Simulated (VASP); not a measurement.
Computed with PBEsol GGA, VASP's PBE PAW potentials (set 64) (plane waves; VASP).

A VASP calculation is set up with these files.

### POSCAR
```
CsPbBr3
1.0
  5.8460561555   0.0000000000   0.0000000000
  0.0000000000   5.8460561555   0.0000000000
  0.0000000000   0.0000000000   5.8460561555
Cs Pb Br
1 1 3
Direct
  0.0000000000   0.0000000000   0.0000000000
  0.5000000000   0.5000000000   0.5000000000
  0.5000000000   0.0000000000   0.5000000000
  0.0000000000   0.5000000000   0.5000000000
  0.5000000000   0.5000000000   0.0000000000
```

INCAR:
```
# general
SYSTEM =CsPbBr3
PREC   =Accurate
ENCUT  =400
LREAL  =F
LASPH  =T

# electronic loop
EDIFF  =1E-6
NELM   =100
ALGO   =Normal
LMAXMIX=4

# smearing
ISMEAR =0
SIGMA  =0.05

# functional
GGA    =PS

# ions
IBRION =2
NSW    =60
ISIF   =3
EDIFFG =-0.02

# output
LWAVE  =F
LCHARG =F
```

File KPOINTS:
```
Automatic mesh
0
Gamma
4 4 4
0 0 0
```

POTCAR, in this order: Cs_sv Pb_d Br (PBE.64 set). Program: vasp_std.

Output of the run:

### OSZICAR
```
       N       E                     dE             d eps       ncg     rms          rms(c)
DAV:   1     0.360401683803E+03    0.36040E+03   -0.16404E+04   520   0.123E+03
DAV:   2     0.224418021143E+02   -0.33796E+03   -0.33191E+03   650   0.307E+02
DAV:   3    -0.160735297881E+02   -0.38515E+02   -0.38395E+02   654   0.114E+02
DAV:   4    -0.172324396335E+02   -0.11589E+01   -0.11567E+01   660   0.272E+01
DAV:   5    -0.172698253463E+02   -0.37386E-01   -0.37375E-01   650   0.362E+00    0.452E+00
DAV:   6    -0.168026990456E+02    0.46713E+00   -0.88661E-01   754   0.993E+00    0.262E+00
DAV:   7    -0.167618604992E+02    0.40839E-01   -0.45037E-01   778   0.414E+00    0.909E-01
DAV:   8    -0.167674182154E+02   -0.55577E-02   -0.54635E-02   698   0.206E+00    0.187E-01
DAV:   9    -0.167676977906E+02   -0.27958E-03   -0.85927E-03   746   0.759E-01    0.934E-02
DAV:  10    -0.167678926862E+02   -0.19490E-03   -0.74618E-04   660   0.184E-01    0.320E-02
DAV:  11    -0.167679657590E+02   -0.73073E-04   -0.15779E-04   652   0.911E-02    0.110E-02
DAV:  12    -0.167679678584E+02   -0.20994E-05   -0.16850E-05   700   0.400E-02    0.542E-03
DAV:  13    -0.167679678354E+02    0.23029E-07   -0.23484E-06   534   0.159E-02
   1 F= -.16767968E+02 E0= -.16767968E+02  d E =-.167680E+02
       N       E                     dE             d eps       ncg     rms          rms(c)
DAV:   1    -0.168356602250E+02   -0.67692E-01   -0.17426E+00   696   0.143E+01    0.127E+00
DAV:   2    -0.167820819689E+02    0.53578E-01   -0.10601E-01   670   0.339E+00    0.480E-01
DAV:   3    -0.167719897160E+02    0.10092E-01   -0.41478E-02   672   0.199E+00    0.176E-01
DAV:   4    -0.167719206202E+02    0.69096E-04   -0.70908E-04   582   0.174E-01    0.137E-01
DAV:   5    -0.167718541420E+02    0.66478E-04   -0.30300E-04   612   0.155E-01    0.191E-02
DAV:   6    -0.167718542291E+02   -0.87163E-07   -0.30527E-05   624   0.582E-02    0.498E-03
DAV:   7    -0.167718544709E+02   -0.24177E-06   -0.32829E-06   490   0.133E-02
   2 F= -.16771854E+02 E0= -.16771854E+02  d E =-.388664E-02
```

**OUTCAR**
```
------------------------ aborting loop because EDIFF is reached ----------------------------------------
  FORCE on cell =-STRESS in cart. coord.  units (eV):
  Direction    XX          YY          ZZ          XY          YZ          ZX
  --------------------------------------------------------------------------------------
  Total        0.0824241      0.0824241      0.0824241      0.0000000      0.0000000      0.0000000
  in kB        0.6518705      0.6518705      0.6518705      0.0000000      0.0000000      0.0000000
  external PRESSURE =       0.6518705 kB  Pullay stress =       0.0000000 kB
  volume of cell :      202.58
      direct lattice vectors                 reciprocal lattice vectors
     5.873106780 -0.000000000 -0.000000000     0.170267635 -0.000000000 -0.000000000
     0.000000000  5.873106780 -0.000000000     0.000000000  0.170267635  0.000000000
     0.000000000 -0.000000000  5.873106780     0.000000000  0.000000000  0.170267635
 POSITION                                       TOTAL-FORCE (eV/Angst)
 -----------------------------------------------------------------------------------
      0.00000      0.00000      0.00000        -0.000000      0.000000      0.000000
      2.93655      2.93655      2.93655         0.000000      0.000000      0.000000
      2.93655     -0.00000      2.93655        -0.000000     -0.000000      0.000000
      0.00000      2.93655      2.93655        -0.000000     -0.000000      0.000000
      2.93655      2.93655     -0.00000        -0.000000      0.000000      0.000000
 -----------------------------------------------------------------------------------
    total drift:                                0.000000      0.000000     -0.000000
  FREE ENERGIE OF THE ION-ELECTRON SYSTEM (eV)
  ---------------------------------------------------
  free  energy   TOTEN  =       -16.7718544709 eV

  energy  without entropy=      -16.7718544709  energy(sigma->0) =      -16.77185447

 reached required accuracy - stopping structural energy minimisation
```
(Selected blocks of OUTCAR.)

CONTCAR:
```
CsPbBr3
   1.00000000000000
     5.8731067799209260   -0.0000000000000000   -0.0000000000000000
     0.0000000000000000    5.8731067799209260   -0.0000000000000000
     0.0000000000000000   -0.0000000000000000    5.8731067799209260
  Cs              Pb              Br
     1     1     3
Direct
     0.0000000000000000    0.0000000000000000    0.0000000000000000
     0.5000000000000000    0.5000000000000000    0.5000000000000000
     0.5000000000000000    0.0000000000000000    0.5000000000000000
     0.0000000000000000    0.5000000000000000    0.5000000000000000
     0.5000000000000000    0.5000000000000000    0.0000000000000000
```

The compound is CsPbBr3 in the cubic perovskite structure, the ideal cubic form; the compound distorts at low or room temperature. This run relaxes it. Symmetry was kept, so distortions that lower it aren't found. The start is the result of an earlier pass.
